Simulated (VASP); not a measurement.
All values below come from PBE GGA, VASP's PBE PAW potentials (set 64) (plane waves; VASP 6.6.1).

The input files of a VASP run:

**INCAR**
```
SYSTEM = ZnSiP2
PREC = Accurate; ENCUT = 300; LREAL = .FALSE.
LASPH = .TRUE.
EDIFF = 1E-6; NELM = 100; ALGO = Normal
LMAXMIX = 4
ISMEAR = -1; SIGMA = 0.05
GGA = PE
ISIF = 2
LWAVE = .FALSE.; LCHARG = .FALSE.
```

### KPOINTS
```
kpoints
0
G
3 3 4
```

### POSCAR
```
ZnSiP2
1
   -2.6460000000     2.6460000000     5.1156000000
    2.6460000000    -2.6460000000     5.1156000000
    2.6460000000     2.6460000000    -5.1156000000
Zn Si P
2 2 4
Direct
 -0.0068210000  -0.0028100000  -0.0093010000
  0.7548010000   0.2540440000   0.5036760000
  0.4993580000   0.5011040000   0.0075560000
  0.2634710000   0.7517470000   0.5126490000
  0.8738960000   0.8584560000   0.4849520000
  0.1431000000   0.6152330000   0.0029920000
  0.3721810000   0.3931990000   0.5172120000
  0.6000140000   0.1290280000   0.9802640000
```

POTCAR, in this order: Zn Si P (PBE.64 set). Program: vasp_std.

At this cut-off the stress carries a Pulay error, which pulls relaxed volumes low.

Q: Predict the energy per atom (σ→0), pressure, largest force, band gap (on the k-mesh).

A: 
```yaml
energy per atom (σ→0): -4.589 eV/atom
band gap (on the k-mesh): 1.09 eV
pressure: 8.13 GPa
largest_force: 1.724 eV/Å
```

**OSZICAR**
```
...
DAV:   9    -0.367157680690E+02    0.43597E-02   -0.38346E-02  1554   0.266E+00    0.222E-01
DAV:  10    -0.367152757816E+02    0.49229E-03   -0.47194E-03  1833   0.115E+00    0.166E-01
DAV:  11    -0.367154941160E+02   -0.21833E-03   -0.10266E-03  1631   0.398E-01    0.766E-02
DAV:  12    -0.367155526120E+02   -0.58496E-04   -0.15218E-04  1409   0.274E-01    0.289E-02
DAV:  13    -0.367155641671E+02   -0.11555E-04   -0.76959E-05  1653   0.761E-02    0.121E-02
DAV:  14    -0.367155665592E+02   -0.23921E-05   -0.14977E-05  1416   0.442E-02    0.966E-03
DAV:  15    -0.367155667269E+02   -0.16776E-06   -0.21919E-06  1005   0.144E-02
   1 F= -.36715567E+02 E0= -.36715566E+02  d E =-.121127E-05
```

The structure is a typed ZnSiP2 crystal. The cell was not relaxed at this level, atoms are displaced from their ideal sites. The k-mesh is coarse (spacing up to 0.45 per Å, 2π included), so the numbers may not be converged in it.
